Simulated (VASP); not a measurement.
Computed with PBE GGA, VASP's PBE PAW potentials (set 64) (plane waves; VASP 6.6.1).

VASP input:

POSCAR:
```
Bi2Se3
22.0997930
  0.1891304761   0.0000000000   0.0000000000
 -0.0945652380   0.1637918248   0.0000000000
  0.0000000000   0.0000000000   0.9999999939
Bi Se
2 3
Cart
 -0.0000000946   0.1091946045   0.4118390941
 -0.0945652380   0.1637918248   0.5881608998
  0.1891304761   0.0000000000   0.3409575243
  0.0945653326   0.0545972204   0.4999999969
 -0.0000000946   0.1091946045   0.6590424696
```

INCAR:
```
ALGO  =  Normal
EDIFF  =  1E-6
ENCUT  =  400
GGA  =  PE
ICHARG  =  11
ISMEAR  =  0
LASPH  =  .TRUE.
LCHARG  =  .FALSE.
LMAXMIX  =  4
LREAL  =  .FALSE.
LWAVE  =  .FALSE.
NELM  =  100
PREC  =  Accurate
SIGMA  =  0.05
SYSTEM  =  Bi2Se3
```

**KPOINTS**
```
k-points along high-symmetry lines
30
Line-mode
Reciprocal
  0.000000   0.000000   0.000000 ! GAMMA
  0.500000   0.000000   0.000000 ! M

  0.500000   0.000000   0.000000 ! M
  0.333333   0.333333   0.000000 ! K

  0.333333   0.333333   0.000000 ! K
  0.000000   0.000000   0.000000 ! GAMMA
```

POTCAR, in this order: Bi_d Se (PBE.64 set). Program: vasp_std. Read from the step before: CHGCAR.

Output of the run:

**OSZICAR**
```
       N       E                     dE             d eps       ncg     rms          rms(c)
DAV:   1     0.380615116773E+03    0.38062E+03   -0.19494E+04  6328   0.119E+03
DAV:   2     0.199908642358E+02   -0.36062E+03   -0.35441E+03  6356   0.317E+02
DAV:   3    -0.177312059940E+02   -0.37722E+02   -0.36948E+02  6044   0.123E+02
DAV:   4    -0.192968382755E+02   -0.15656E+01   -0.15487E+01  6352   0.264E+01
DAV:   5    -0.193547438764E+02   -0.57906E-01   -0.57771E-01  6932   0.461E+00
DAV:   6    -0.193560892628E+02   -0.13454E-02   -0.13444E-02  7248   0.677E-01
DAV:   7    -0.193561329658E+02   -0.43703E-04   -0.43688E-04  7112   0.976E-02
DAV:   8    -0.193561345952E+02   -0.16293E-05   -0.16290E-05  5940   0.160E-02
DAV:   9    -0.193561346973E+02   -0.10215E-06   -0.10214E-06  3704   0.504E-03
   1 F= -.19356135E+02 E0= -.19356135E+02  d E =-.658818E-12
```

File OUTCAR:
```
 val. band max:       -1.6144398456   @ k =   0.2241   0.0000   0.0000

 cond. band min:      -0.7366026659   @ k =   0.0000   0.0000   0.0000



 k-point     1 :       0.0000    0.0000    0.0000
  band No.  band energies     occupation
      1     -24.1537      2.00000
      2     -24.1537      2.00000
      3     -24.1523      2.00000
      4     -24.1523      2.00000
      5     -24.1488      2.00000
      6     -24.1466      2.00000
      7     -24.1370      2.00000
      8     -24.1370      2.00000
      9     -24.1347      2.00000
     10     -24.1347      2.00000
     11     -15.1449      2.00000
     12     -14.6547      2.00000
     13     -13.5430      2.00000
     14     -10.7044      2.00000
     15      -9.6222      2.00000
     16      -3.2159      2.00000
     17      -2.8291      2.00000
     18      -2.8291      2.00000
     19      -2.6182      2.00000
     20      -2.6182      2.00000
     21      -2.2879      2.00000
     22      -2.2179      2.00000
     23      -2.2179      2.00000
     24      -2.0093      2.00000
     25      -0.7366      0.00000
     26       0.5484      0.00000
     27       0.5484      0.00000
     28       1.0077      0.00000

 k-point     2 :       0.0172    0.0000    0.0000
  band No.  band energies     occupation
      1     -24.1537      2.00000
      2     -24.1536      2.00000
      3     -24.1524      2.00000
      4     -24.1523      2.00000
      5     -24.1487      2.00000
      6     -24.1466      2.00000
      7     -24.1370      2.00000
      8     -24.1370      2.00000
      9     -24.1348      2.00000
     10     -24.1348      2.00000
     11     -15.1423      2.00000
     12     -14.6523      2.00000
     13     -13.5417      2.00000
     14     -10.7052      2.00000
     15      -9.6262      2.00000
     16      -3.2260      2.00000
     17      -2.8541      2.00000
     18      -2.8387      2.00000
     19      -2.6433      2.00000
     20      -2.6211      2.00000
     21      -2.2851      2.00000
...
```

The density is held fixed in this step, so its total energy and stress have no physical meaning. The cell holds a wide vacuum, so values per volume refer to the whole cell. Unless said otherwise, spin-orbit coupling is left out, though it shifts the bands of the heavy elements here.

The cell is a sheet with vacuum, built from a generated structure.
